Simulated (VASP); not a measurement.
# Si6Sn8Ge5C (P1) in VASP: single point with PBEsol

Aim: the single point of Si6Sn8Ge5C with PBEsol.

Program: VASP 6.6.1. These are calculated values, not measurements. Logs are shortened: lines on timing, memory, paths and dates and some standing lists are left out, and cuts for length are marked.

**1. The structure**

The typed cell holds 20 atoms: a = 7.067 Å, b = 7.103 Å, c = 10.910 Å, α = 84.59°, β = 71.50°, γ = 72.28°.

The cell was built by a generator and needn't be a form met in nature.

**2. Single point, PBEsol**

Input file INCAR:

```
SYSTEM = Si6Sn8Ge5C
ALGO = Fast
EDIFF = 1E-6
ENCUT = 520
GGA = PS
ISIF = 2
ISMEAR = 0
ISYM = 0
LASPH = .TRUE.
LCHARG = .FALSE.
LREAL = Auto
LWAVE = .FALSE.
NBANDS = 121
NELM = 100
PREC = Accurate
SIGMA = 0.1
```

Input file KPOINTS:

```
Automatic mesh
0
Gamma
  2 2 2
  0.5 0.5 0.5
```

Input file POSCAR:

```
Si6Sn8Ge5C
1.0
    2.9263481386      2.9610261228      5.7103372294
   -2.9769248059     -2.9542383742      5.7322316888
    8.7718973121     -5.8431996219      2.8193158548
C Si Ge Sn
1 6 5 8
Direct
    0.0477455524      0.3960624197      0.6339895686
    0.0914590906      0.4894101819      0.7785408211
    0.6039054408      0.0094689539      0.8073237602
    0.0207783044      1.0061169913      0.9785358940
    0.7936016030      0.9919512286      0.3957512680
    0.3720646263      0.8901059184     -0.0269111367
    0.9024746002      0.3616377993      0.9765017427
    0.7484191836      0.4776846603      0.6165203941
    0.9144001776      0.4847158391      0.1749840697
    0.4690390860      0.3663952631      0.7878083495
    0.9598294002      0.8638537988      0.8093050993
    0.2558855247      0.3873163022      0.2128203982
    0.1630050081      1.0606902967      0.6254653707
    0.3965873395      0.0065224220      0.1795037579
    0.2557119602      0.4839682673      0.4482400937
    0.4984915309      0.5063291766      0.9972111715
    0.5859999270      0.8704374694      0.6069859601
    0.8031457582      0.8717298628      0.1819545519
    0.6952637851      0.3675163480      0.4025916379
    0.1590306860      0.8893683692      0.4094761973
```

Potentials or basis: VASP PAW PBE potentials, release 64 (C, Si, Ge_d, Sn_d).

Launch:

```bash
cat potpaw_PBE.64/C/POTCAR potpaw_PBE.64/Si/POTCAR potpaw_PBE.64/Ge_d/POTCAR potpaw_PBE.64/Sn_d/POTCAR > POTCAR
mpirun -np 1 vasp_std > vasp.out
```

OUTCAR:

```text
SYSTEM = Si6Sn8Ge5C
   EDIFF = 1E-6
   ENCUT = 520
   GGA = PS
   ISIF = 2
   ISMEAR = 0
   ISYM = 0
   LASPH = .TRUE.
   LREAL = Auto
   NELM = 100
   PREC = Accurate

 ion  position               nearest neighbor table
   1  0.048  0.396  0.634-   2 1.91   8 2.08  15 2.26  13 2.27
   2  0.091  0.489  0.779-   1 1.91   7 2.41  11 2.55  10 2.57  15 3.42  13 3.44
   3  0.604  0.009  0.807-   6 2.31  11 2.42  10 2.44  17 2.54
   4  0.021  0.006  0.979-   6 2.35  11 2.40   7 2.41  18 2.56
   5  0.794  0.992  0.396-  20 2.51  18 2.53  17 2.54  19 2.55
   6  0.372  0.890  0.973-   3 2.31   4 2.35  14 2.54  16 2.61
   7  0.902  0.362  0.977-   4 2.41   2 2.41   9 2.45  16 2.67
   8  0.748  0.478  0.617-   1 2.08  10 2.52  17 2.68  19 2.70
   9  0.914  0.485  0.175-   7 2.45  12 2.46  18 2.62  19 2.69
  10  0.469  0.366  0.788-   3 2.44   8 2.52   2 2.57  16 2.67
  11  0.960  0.864  0.809-   4 2.40   3 2.42   2 2.55  13 2.63
  12  0.256  0.387  0.213-   9 2.46  14 2.60  16 2.67  15 2.72
  13  0.163  0.061  0.625-   1 2.27  11 2.63  20 2.76  17 2.83   2 3.44  15 3.54
  14  0.397  0.007  0.180-   6 2.54  12 2.60  18 2.75  20 2.75
  15  0.256  0.484  0.448-   1 2.26  12 2.72  20 2.77  19 2.85   2 3.42  13 3.54
  16  0.498  0.506  0.997-   6 2.61   7 2.67  10 2.67  12 2.67
  17  0.586  0.870  0.607-   3 2.54   5 2.54   8 2.68  13 2.83
  18  0.803  0.872  0.182-   5 2.53   4 2.56   9 2.62  14 2.75
  19  0.695  0.368  0.403-   5 2.55   9 2.69   8 2.70  15 2.85
  20  0.159  0.889  0.409-   5 2.51  14 2.75  13 2.76  15 2.77

IMPORTANT INFORMATION: All symmetrisations will be switched off!
NOSYMM: (Re-)initialisation of all symmetry stuff for point group C_1.

----------------------------------------------------------------------------------------

                                     Primitive cell

  volume of cell :     494.6922

  direct lattice vectors                    reciprocal lattice vectors
     2.926348139  2.961026123  5.710337229     0.050871318  0.118610001  0.087547457
    -2.976924806 -2.954238374  5.732231689    -0.084324577 -0.084578238  0.087070416
     8.771897312 -5.843199622  2.819315855     0.068412211 -0.068272255  0.000342884

  length of vectors
     7.066763078  7.102681593 10.910440237     0.155951212  0.147801793  0.096651171

  position of ions in fractional coordinates (direct lattice)
     0.047745552  0.396062420  0.633989569
     0.091459091  0.489410182  0.778540821
     0.603905441  0.009468954  0.807323760
     0.020778304  0.006116991  0.978535894
     0.793601603  0.991951229  0.395751268
     0.372064626  0.890105918  0.973088863
[... 12 lines left out ...]
     0.695263785  0.367516348  0.402591638
     0.159030686  0.889368369  0.409476197

  ion indices of the primitive-cell ions
   primitive index   ion index
                 1           1
                 2           2
                 3           3
                 4           4
                 5           5
                 6           6
[... 12 lines left out ...]
                19          19
                20          20

----------------------------------------------------------------------------------------

 KPOINTS: Automatic mesh

Automatic generation of k-mesh.
 Grid dimensions read from file:
 generate k-points for:    2    2    2

 Generating k-lattice:

  Cartesian coordinates                     Fractional coordinates (reciprocal lattice)
     0.025435659  0.059305000  0.043773728     0.500000000  0.000000000  0.000000000
    -0.042162289 -0.042289119  0.043535208    -0.000000000  0.500000000  0.000000000
     0.034206105 -0.034136127  0.000171442     0.000000000 -0.000000000  0.500000000

  Length of vectors
     0.077975606  0.073900896  0.048325586

  Shift w.r.t. Gamma in fractional coordinates (k-lattice)
     0.500000000  0.500000000  0.500000000

 Subroutine IBZKPT returns following result:
 ===========================================

 Found      4 irreducible k-points:

 Following reciprocal coordinates:
            Coordinates               Weight
  0.250000  0.250000  0.250000      2.000000
 -0.250000  0.250000  0.250000      2.000000
  0.250000 -0.250000  0.250000      2.000000
 -0.250000 -0.250000  0.250000      2.000000
   k-points           NKPTS =      4   k-points in BZ     NKDIM =      4   number of bands    NBANDS=    121
   number of dos      NEDOS =    301   number of ions     NIONS =     20
   total plane-waves  NPLWV = 244944
   dimension x,y,z NGX =    54 NGY =   54 NGZ =   84
   dimension x,y,z NGXF=   108 NGYF=  108 NGZF=  168
   ions per type =               1   6   5   8
   NGX,Y,Z   is equivalent  to a cutoff of  12.70, 12.64, 12.80 a.u.
   NGXF,Y,Z  is equivalent  to a cutoff of  25.41, 25.28, 25.60 a.u.
 SYSTEM =  Si6Sn8Ge5C
   PREC   = accura    normal or accurate (medium, high low for compatibility)
   ISTART =      0    job   : 0-new  1-cont  2-samecut
   ICHARG =      2    charge: 1-file 2-atom 10-const
   ISPIN  =      1    spin polarized calculation?
   LNONCOLLINEAR =      F non collinear calculations
   LSORBIT =      F    spin-orbit coupling
   LASPH  =      T    aspherical Exc in radial PAW
   ENCUT  =  520.0 eV  38.22 Ry    6.18 a.u.  13.14 13.21 20.29*2*pi/ulx,y,z
   NELM   =    100;   NELMIN=  2; NELMDL= -5     # of ELM steps
   EDIFF  = 0.1E-05   stopping-criterion for ELM
   LREAL  =      T    real-space projection
   EDIFFG = 0.1E-04   stopping-criterion for IOM
   NSW    =      0    number of steps for IOM
   IBRION =     -1    ionic relax: 0-MD 1-quasi-New 2-CG
   NFREE  =      0    steps in history (QN), initial steepest desc. (CG)
   ISIF   =      2    stress and relaxation
   ISYM   =      0    0-nonsym 1-usesym 2-fastsym
   POTIM  = 0.5000    time-step for ionic-motion
   TEBEG  =    0.0;   TEEND  =   0.0 temperature during run
   PSTRESS=    0.0 pullay stress
   NELECT =     210.0000    total number of electrons
   NUPDOWN=      -1.0000    fix difference up-down
   EMIN   =  10.00;   EMAX   =-10.00  energy-range for DOS
   EFERMI =   0.00;   METHOD = LEGACY
   ISMEAR =     0;   SIGMA  =   0.10  broadening in eV -4-tet -1-fermi 0-gaus
   EFERMI_NEDOS =   21; number of points for ismear=-14 and -15
   IALGO  =     68    algorithm
   IMIX   =      4    mixing-type and parameters
     AMIX     =   0.40;   BMIX     =  1.00
     AMIX_MAG =   1.60;   BMIX_MAG =  1.00
  volume/ion in A,a.u.               =      24.73       166.92
  Fermi-wavevector in a.u.,A,eV,Ry     =   1.230371  2.325065 20.596689  1.513814
  Thomas-Fermi vector in A             =   2.365223
   LORBIT       =      0    0 simple, 1 ext, 2 COOP (PROOUT), +10 PAW based schemes
   GGA     = PS    functional components
   LHFCALC =     F    Hartree Fock is set to
   AEXX    =    0.0000 exact exchange contribution
   IVDW    =     0    specifies the selected vdW correction
   LEPSILON=     F    determine dielectric tensor
   LRPA    =     F    only Hartree local field effects (RPA)
 non-spin polarized calculation
 RMM-DIIS sequential band-by-band and
 Gauss-broadening in eV      SIGMA  =   0.10
  energy-cutoff  :      520.00
  volume of cell :      494.69
 maximum number of plane-waves:     13320
 NGX is ok and might be reduce to    54
   NGX = 27   NGY = 27   NGZ = 41

 number of electron     210.0000022 magnetization

 Free energy of the ion-electron system (eV)
  ---------------------------------------------------
  ext. energy  EPLUGINS =         0.00000000
  ---------------------------------------------------
  free energy    TOTEN  =       -98.93047312 eV

  energy without entropy =      -98.93046958  energy(sigma->0) =      -98.93047135

 E-fermi :   5.7843     XC(G=0):  -9.6979

 val. band max:        5.4832657002   @ k =  -0.2500  -0.2500   0.2500
 cond. band min:       6.0841759948   @ k =  -0.2500  -0.2500   0.2500
 fundamental gap:      0.6009102947
 Fermi energy:         5.7843174958

 k-point     1 :       0.2500    0.2500    0.2500
  band No.  band energies     occupation
      1     -18.9575      2.00000
      2     -18.9319      2.00000
      3     -18.9238      2.00000
      4     -18.9078      2.00000
      5     -18.9060      2.00000
      6     -18.7928      2.00000
[... 109 lines left out ...]
    116       7.9823      0.00000
    117       8.1414      0.00000

 k-point     2 :      -0.2500    0.2500    0.2500
  band No.  band energies     occupation
      1     -18.9575      2.00000
      2     -18.9319      2.00000
      3     -18.9238      2.00000
      4     -18.9078      2.00000
      5     -18.9060      2.00000
      6     -18.7928      2.00000
[... 109 lines left out ...]
    116       8.4803      0.00000
    117       8.6865      0.00000

 k-point     3 :       0.2500   -0.2500    0.2500
  band No.  band energies     occupation
      1     -18.9575      2.00000
      2     -18.9319      2.00000
      3     -18.9238      2.00000
      4     -18.9078      2.00000
      5     -18.9060      2.00000
      6     -18.7928      2.00000
[... 109 lines left out ...]
    116       8.4594      0.00000
    117       8.5426      0.00000

 k-point     4 :      -0.2500   -0.2500    0.2500
  band No.  band energies     occupation
      1     -18.9575      2.00000
      2     -18.9319      2.00000
      3     -18.9238      2.00000
      4     -18.9078      2.00000
      5     -18.9060      2.00000
      6     -18.7928      2.00000
[... 109 lines left out ...]
    116       7.9188      0.00000
    117       8.2138      0.00000
 [bands above 117 left out]

------------------------ aborting loop because EDIFF is reached ----------------------------------------

  FORCE on cell =-STRESS in cart. coord.  units (eV):
  Direction    XX          YY          ZZ          XY          YZ          ZX
  --------------------------------------------------------------------------------------
  -------------------------------------------------------------------------------------
  Total       -0.1851820     -0.1269958     -0.1048601      0.0089639     -0.0738476      0.0612153
  in kB       -0.5997556     -0.4113058     -0.3396143      0.0290318     -0.2391727      0.1982602
  external PRESSURE =      -0.4502252 kB  Pullay stress =       0.0000000 kB

 VOLUME and BASIS-vectors are now :
 -----------------------------------------------------------------------------
  energy-cutoff  :      520.00
  volume of cell :      494.69
      direct lattice vectors                 reciprocal lattice vectors
     2.926348139  2.961026123  5.710337229     0.050871318  0.118610001  0.087547457
    -2.976924806 -2.954238374  5.732231689    -0.084324577 -0.084578238  0.087070416
     8.771897312 -5.843199622  2.819315855     0.068412211 -0.068272255  0.000342884

 POSITION                                       TOTAL-FORCE (eV/Angst)
 -----------------------------------------------------------------------------------
      4.52196     -4.73321      4.33038        -0.030193      0.037199     -0.059021
      5.63998     -5.72419      5.52263         0.018658     -0.027542      0.025214
      8.82081     -2.95715      5.77888        -0.010561      0.012393      0.018985
      8.62621     -5.67433      2.91252        -0.005631     -0.001314     -0.005916
      2.84088     -2.89304     11.33357         0.008637      0.003354      0.018567
      6.97485     -7.21384      9.97035         0.022281     -0.005474     -0.006541
[... 12 lines left out ...]
      4.47201     -1.37946      7.21191         0.011735      0.010004     -0.003153
      1.40968     -4.54916      7.16063        -0.007048     -0.014502     -0.000217
 -----------------------------------------------------------------------------------
    total drift:                                0.012789     -0.009755     -0.006257

  FREE ENERGIE OF THE ION-ELECTRON SYSTEM (eV)
  ---------------------------------------------------
  free  energy   TOTEN  =       -98.9304731157 eV

  energy  without entropy=      -98.9304695805  energy(sigma->0) =      -98.93047135
```

Wall time 11 min (1 thread of Intel Xeon Platinum 8488C (Sapphire Rapids), shared host); peak memory 0.61 GiB.

Results:

| Item | Value |
| --- | --- |
| Free energy | -98.9305 eV |
| Pressure | 0.0 GPa |
| Largest force | 0.076 eV/Å |
| Band gap on the k mesh | 0.60 eV, direct |

Forces on the atoms (eV/Å):
```
C   -0.030  0.037 -0.059
Si   0.019 -0.028  0.025
Si  -0.011  0.012  0.019
Si  -0.006 -0.001 -0.006
Si   0.009  0.003  0.019
Si   0.022 -0.005 -0.007
Si   0.010 -0.016  0.002
Ge  -0.012 -0.011  0.001
Ge  -0.005 -0.015 -0.001
Ge   0.011 -0.010 -0.002
Ge  -0.009  0.010  0.001
Ge   0.009  0.006 -0.007
Sn   0.009  0.016 -0.018
Sn   0.005  0.009  0.000
Sn  -0.005 -0.008  0.030
Sn   0.006  0.005  0.010
Sn  -0.015 -0.006  0.000
Sn  -0.012  0.006 -0.007
Sn   0.012  0.010 -0.003
Sn  -0.007 -0.015  0.000
```

Levels at points of the mesh, in eV from the valence-band top:
```tsv
k point	band 101	band 102	band 103	band 104	band 105	band 106	band 107	band 108	band 109	band 110
(0.25, 0.25, 0.25)	-0.93	-0.80	-0.66	-0.31	-0.04	0.80	0.91	1.23	1.45	1.65
```

Caveat: the PAW data sets were made with another functional, which shifts forces and pressure a little; spin-orbit coupling is left out, which moves the levels of the heavy elements.
